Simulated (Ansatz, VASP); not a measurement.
# KF (Carobbiite): VASP beside Ansatz, part 2 of 2

Wanted: the spread between two codes on one cell, functional and k mesh. The cell is taken from a series of runs on this material, whose earlier steps may have relaxed, scaled, displaced or heated it; both programs get it as it stands.

VASP 6.6.1 and Ansatz 0.2.0.

So far: The starting structure; VASP: zone-centre phonons, LDA.

## (3) Ansatz: zone-centre phonons, LDA

Level of this step: Ansatz beside VASP: Kohn-Sham DFT, plane waves, LDA (Ansatz).

Ansatz runs on its default PAW (the set named soft_2) files.

The same cell, functional (in two slightly different forms) and mesh now go to Ansatz.

The input, input.yaml:

```yaml
crystal:
  lattice:
    - [0.0, 2.67185, 2.67185]
    - [2.67185, 0.0, 2.67185]
    - [2.67185, 2.67185, 0.0]
  atoms:
    - { symbol: K, position: [0.0, 0.0, 0.0] }
    - { symbol: F, position: [0.5, 0.5, 0.5] }
kpoints:
  mp_grid: { grid: [4, 4, 4] }
hamiltonian:
  xc: lda
scf:
  occupations: { method: fixed }
output:
  eigenvalues: true
basis:
  ecutwfc: 260.0
phonons:
  method: dfpt
  dielectric: true
  rigid_motions: translations
```

Launch:

```
$ ansatz run input.yaml --threads 4 --pin off --max-ram 7168MiB --backend cpu --events-out ev --progress --plain --runs-dir out
```

Numbers of over 12 decimals in the logs are rounded to 6 here.

Log:

```text
Warning: basis.ecutwfc = 260 eV is below the records' recommended 420 eV, and the density's cutoff is lower with it unless basis.ecutrho_ratio is high enough to keep the records' density cutoff: compare with a run at a higher cutoff
Engine: ansatz 0.2.0, aarch64-unknown-linux-gnu
Pseudopotentials: kind: paw
Pseudopotential: K, paw, valence charge 9, recommended cutoff 420 eV (normal), K.paw.azcp
Pseudopotential: F, paw, valence charge 7, recommended cutoff 420 eV (normal), F.paw.azcp
Functional definition: SPW92
  exchange = slater_x
  correlation = pw_c
Crystal: 2 atoms, lattice volume = 38.148 Å³
Basis set: ecut = 260 eV, 339 PW (Γ), exchange–correlation on 40×40×40 points (8 copies of the dense FFT grid, shifted against one another)
Bands: 12, of which v1, the nominal top of the filled ones, is band 8 counted from 1 (7 counted from 0)
Symmetry: 48 space group operations
k-points: 13 of 64 (irreducible under 8 space group operations, time reversal used)
Non-local potential: K, projectors of the file, l = 0: 3, l = 1: 2, l = 2: 2
Non-local potential: F, projectors of the file, l = 0: 2, l = 1: 2, l = 2: 1
PAW form: soft (Blöchl's): semilocal exchange-correlation on the pseudo side does not see the compensation charge
PAW frozen core: K, regenerated for the run's functional, and the local potential with it (the file was generated under x = pbe(κ = 0.804, μ = 0.219515), c = pbe(β = 0.066725))
PAW frozen core: F, regenerated for the run's functional, and the local potential with it (the file was generated under x = pbe(κ = 0.804, μ = 0.219515), c = pbe(β = 0.066725))
PAW one-centre angular grid: K, 110 points (default); XC on 64 Gauss nodes
PAW one-centre angular grid: F, 110 points (default); XC on 64 Gauss nodes
Initial density: superposition of atomic densities (neutral atoms: chi_scale 0, normalization atom), corrected by the library's trained network
Initial wavefunctions: pseudopotential atomic-orbital guess
Functional: x = slater, c = lda
SCF iter   1: F=—  HF=-2290.535937 eV  |F-HF|=—  |Δ(HF+E_count)|=         —  Δρ=6.25e-2  dr2=5.75e-1  ethr=1.77e-3  ⟨swp⟩=4.4  Hψ=831  notcnv=0  defer=18
preconditioner: auto → none  [insulator: Δε(μ)=5.085 eV  Ē_g=16.999 eV  n_scr=14 (ndim 8)  ℏωp=22.5 eV  f_vac=0.132  ε∞_Penn≈2.8]
SCF iter   2: F=—  HF=-2290.405014 eV  |F-HF|=—  |Δ(HF+E_count)|=   1.31e-1  Δρ=2.68e-2  dr2=2.21e-1  ethr=1.77e-3  ⟨swp⟩=2.0  Hψ=376  notcnv=0  defer=18
SCF iter   3: F=—  HF=-2290.345131 eV  |F-HF|=—  |Δ(HF+E_count)|=   5.99e-2  Δρ=1.07e-2  dr2=7.56e-3  ethr=1.38e-3  ⟨swp⟩=2.0  Hψ=218  notcnv=0  defer=20
SCF iter   4: F=—  HF=-2290.342571 eV  |F-HF|=—  |Δ(HF+E_count)|=   2.56e-3  Δρ=9.35e-4  dr2=8.83e-5  ethr=4.73e-5  ⟨swp⟩=2.0  Hψ=231  notcnv=0  defer=24
SCF iter   5: F=—  HF=-2290.342577 eV  |F-HF|=—  |Δ(HF+E_count)|=   6.13e-6  Δρ=1.90e-4  dr2=5.74e-6  ethr=5.52e-7  ⟨swp⟩=2.0  Hψ=247  notcnv=0  defer=10
SCF iter   6: F=—  HF=-2290.342577 eV  |F-HF|=—  |Δ(HF+E_count)|=   1.64e-7  Δρ=1.52e-5  dr2=9.65e-8  ethr=3.59e-8  ⟨swp⟩=1.0  Hψ=156  notcnv=0
SCF iter   7: F=—  HF=-2290.342578 eV  |F-HF|=—  |Δ(HF+E_count)|=   1.54e-6  Δρ=5.40e-7  dr2=5.54e-11  ethr=1.00e-12  ⟨swp⟩=5.4  Hψ=863  notcnv=0
SCF iter   8: F=-2290.342578 eV  HF=-2290.342578 eV  |F-HF|=0.00e0  |Δ(HF+E_count)|=  2.27e-12  Δρ=2.99e-8  dr2=3.02e-13  ethr=1.00e-12  ⟨swp⟩=3.9  Hψ=604  notcnv=0
SCF 1 converged in 8 iterations: F = -2290.342578 eV  dr2 = 3.02e-13
  greatest PAW one-centre occupation: 0.987 electrons in one spin orbital (limit 2), on the K atom at site 0 (counted from 0), in its partial waves of l = 0
NSCF: frozen V_eff on 1 k-points
DFPT response loops at Γ: preconditioner auto → none (the input reference at scf.mixing.eps_inf says where Resta's filter doesn't serve); β = 0.50; Broyden in place of MSR1
── the response to a field inside a basis, on 4×4×4 k-points: an SCF that follows is theirs, and a resumed run solves both again ──
Bands: 9, of which v1, the nominal top of the filled ones, is band 8 counted from 1 (7 counted from 0)
k-points: 10 of 64 (irreducible under 12 space group operations)
Initial density: handed on by an earlier stage of this run
Initial wavefunctions: pseudopotential atomic-orbital guess (no wavefunctions were taken with the density)
Eigensolver: Dense (10 Hₖ)
SCF iter   1: F=—  HF=-2292.482084 eV  |F-HF|=—  |Δ(HF+E_count)|=         —  Δρ=4.38e-2  dr2=2.18e-1  ethr=1.00e-1
preconditioner: auto → none  [insulator: Δε(μ)=6.656 eV  Ē_g=17.718 eV  n_scr=14 (ndim 8)  ℏωp=24.0 eV  f_vac=0.126  ε∞_Penn≈2.8]
SCF iter   2: F=—  HF=-2292.430970 eV  |F-HF|=—  |Δ(HF+E_count)|=   5.11e-2  Δρ=1.85e-2  dr2=1.09e-1  ethr=1.36e-3
SCF iter   3: F=—  HF=-2292.405369 eV  |F-HF|=—  |Δ(HF+E_count)|=   2.56e-2  Δρ=9.12e-3  dr2=5.36e-3  ethr=6.80e-4
SCF iter   4: F=—  HF=-2292.403261 eV  |F-HF|=—  |Δ(HF+E_count)|=   2.11e-3  Δρ=1.12e-3  dr2=1.13e-4  ethr=3.35e-5
SCF iter   5: F=—  HF=-2292.403255 eV  |F-HF|=—  |Δ(HF+E_count)|=   6.27e-6  Δρ=1.48e-4  dr2=2.65e-6  ethr=7.09e-7
SCF iter   6: F=-2292.403256 eV  HF=-2292.403256 eV  |F-HF|=3.11e-8  |Δ(HF+E_count)|=   1.05e-6  Δρ=1.01e-5  dr2=4.38e-8  ethr=1.65e-8
SCF 1 converged in 6 iterations: F = -2292.403256 eV  dr2 = 4.38e-8
  greatest PAW one-centre occupation: 0.985 electrons in one spin orbital (limit 2), on the K atom at site 0 (counted from 0), in its partial waves of l = 0
DFPT response loops at Γ: mixed as the last ones told, above
SCF converged after 8 iterations
Free energy (F): -2290.342578 eV
Harris-Foulkes:  -2290.342578 eV  (|F-HF|=0.00e0)
Internal energy: -2290.342578 eV  (E = F + TS)
E sigma→0 (E₀):  -2290.342578 eV
Fermi energy:    1.067421 eV
--- Per-component energies (eV) ---
  E_band       = -130.522961
  E_kinetic    = 471.134727
  E_local      = -1107.021321  (includes V_loc(G=0)·N_el)
  E_nonlocal   = 80.427468
  E_hartree    = 394.061717
  E_xc         = -214.761258
  E_vxc        = -269.496021  (∫ρ·V_xc dr)
  E_paw        = -926.502377  (= ΣΔE_a)
  E_vpaw       = -93.700900  (= ΣTr[D̂ρ^β])
  E_aug_tail   = 0.009653  (compensation charges beyond the density's cutoff)
  E_ewald      = -988.061939
  E_core_change = 0.370752  (= ΣΔE_core)
  E_smearing   = -0.000000  (= −TS)
  E_closure    = -0.000000  (closes the sum)
  Σ components = -2290.342578   (vs F -2290.342578, Δ=0.00e0)
--- Band table (eV; the first three rows and the last of 13) ---
  k-point 0: bands = [... 4 lower, -8.1117, 1.0674, 1.0674, 1.0674, 6.8001, 11.6162, 11.6162, 11.6162]
  k-point 1: bands = [... 4 lower, -8.1381, 0.4724, 0.8197, 0.8197, 8.3264, 10.9038, 12.3530, 12.3530]
  k-point 2: bands = [... 4 lower, -8.1578, 0.0401, 0.6255, 0.6255, 9.7762, 11.2180, 13.0228, 13.0228]
  k-point 12: bands = [... 4 lower, -8.2202, 0.4575, 0.7152, 0.7152, 10.4878, 10.4878, 12.0722, 14.2494]
--- Phonons (Γ-DFPT): 2 representative perturbations + reference, on 13 of 64 k-points (Σ response iterations 6) ---
  k mesh reduced under 8 symmetry operations, with k and −k counted as one. Each operation leaves every solved perturbation unchanged. A smaller set is not considered because the run solves the response to a homogeneous field
  ASR residual: 1.708e-5 → 0.000e0 eV/Å²; symmetrization residual: 1.144e-6 eV/Å²
  ASR residual per site (eV/Å²): 1.33e-5 1.71e-5
  Γ frequencies (cm⁻¹): 0.00 0.00 0.00 205.30 205.30 205.30
  ε∞ (high-frequency dielectric tensor):
        2.019750    -0.000000     0.000000
       -0.000000     2.019750     0.000000
        0.000000     0.000000     2.019750
  ε⁰ (static dielectric tensor: ions relaxed, cell fixed):
        5.129112     0.000000    -0.000000
        0.000000     5.129112    -0.000000
       -0.000000    -0.000000     5.129112
  ε⁰ − ε∞ (ionic part):
        3.109362     0.000000    -0.000000
        0.000000     3.109362    -0.000000
       -0.000000    -0.000000     3.109362
  softest optical mode at Γ: 205.30 cm⁻¹; the repairs (sum rule, projections) moved no ω² at Γ by more than (0.59 cm⁻¹)²
  Born effective charges Z* (e; rows j = field, columns β = displacement):
    site 0:
         1.13973    0.00000   -0.00000
         0.00000    1.13973   -0.00000
        -0.00000    0.00000    1.13973
    site 1:
        -1.13973    0.00000    0.00000
        -0.00000   -1.13973    0.00000
         0.00000   -0.00000   -1.13973
  Z* charge neutrality: 1.204e-2 e pre-enforcement
  solved inside a basis spanned on kpoints, on 4×4×4 k-points, its susceptibility summed on 8×8×8: ε∞ is read to err by 4.1e-3, Z* by 2.2e-2 e (field_mesh: kpoints solves on kpoints); Z* is corrected for what the basis lacks
  optical modes at Γ without the LO–TO term, one row a degenerate level:
      ω (cm⁻¹)  modes    IR ((D/Å)²/amu)
        205.30      3             7.0317
  optical modes at Γ + LO–TO along q̂ = [1.0000, 0.0000, 0.0000]:
      ω (cm⁻¹)  modes    IR ((D/Å)²/amu)
        205.30      2             4.6878
        327.16      1             2.3439
  optical modes at Γ + LO–TO along q̂ = [0.0000, 1.0000, 0.0000]:
      ω (cm⁻¹)  modes    IR ((D/Å)²/amu)
        205.30      2             4.6878
        327.16      1             2.3439
  optical modes at Γ + LO–TO along q̂ = [0.0000, 0.0000, 1.0000]:
      ω (cm⁻¹)  modes    IR ((D/Å)²/amu)
        205.30      2             4.6878
        327.16      1             2.3439
```

In the SCF lines HF is the Harris–Foulkes energy and dr2 the Hartree energy of the density residual, in eV; the loop may stop once dr2 is under the threshold and the program's other checks hold. Hψ counts applications of the Hamiltonian.

## (4) Comparison

Known differences besides the potentials themselves: the two LDA forms differ slightly; fixed occupations in Ansatz, narrow Gaussian smearing in VASP; VASP's response is taken on the typed mesh, Ansatz refines its own for the field response alone; the cutoff is 260 eV in Ansatz and 600 eV in VASP; VASP's log shows a relativistic correction to its local exchange, Ansatz's none; Ansatz's log warns that its cutoff lies below the recommended one. Total energies have different zeros and are not compared.

Both answers:

| quantity | Ansatz | VASP | difference |
| --- | --- | --- | --- |
| ε∞ xx | 2.02 | 2.03 | -0.29 % |
| ε∞ yy | 2.02 | 2.03 | -0.29 % |
| ε∞ zz | 2.02 | 2.03 | -0.29 % |
| Born charge of K1 (mean of the diagonal) (e) | 1.14 | 1.14 | 0.00 |
| Born charge of F2 (mean of the diagonal) (e) | -1.14 | -1.14 | 0.00 |
| optical mode 1 to 3 (cm⁻¹) | 205.3 | 161.6 | +27.03 % |

Modes are paired by rising frequency, not by their patterns, so a pair may set unlike modes beside each other; they are those without the splitting of longitudinal modes.

## (5) What came out

| Item | Value |
| --- | --- |
| r.m.s. difference of the optical zone-centre modes, each program's sorted by frequency (zone-centre phonons, LDA) | 44 cm⁻¹ |
| difference in optical mode 1 to 3 (zone-centre phonons, LDA) | +27.0 % |

**Reading.** The r.m.s. difference of the optical zone-centre modes, each program's sorted by frequency is 44 cm⁻¹ (zone-centre phonons, LDA). Among the rows given in per cent, the largest difference of the zone-centre phonons, LDA pair is in optical mode 1 to 3, +27.0 %. Ansatz's own log doubts the convergence of its zone-centre phonons, LDA run, which may account for the difference. Such differences can come from data sets, numerical settings and the points named under the comparisons, not from the functional's error against experiment.

[Lines on the potential files, build, host, timing and source positions are cut from VASP's logs without a mark.]

[Logs are printed without paths, hosts, clocks, repeated set-up lines and the standing remarks that a program may print on its own settings, such as how far it seeks lower states.]

[Hosts, paths, dates, database ids (printed as entryN), source tags and the programs' standing remarks are cut or masked in the printed files.]
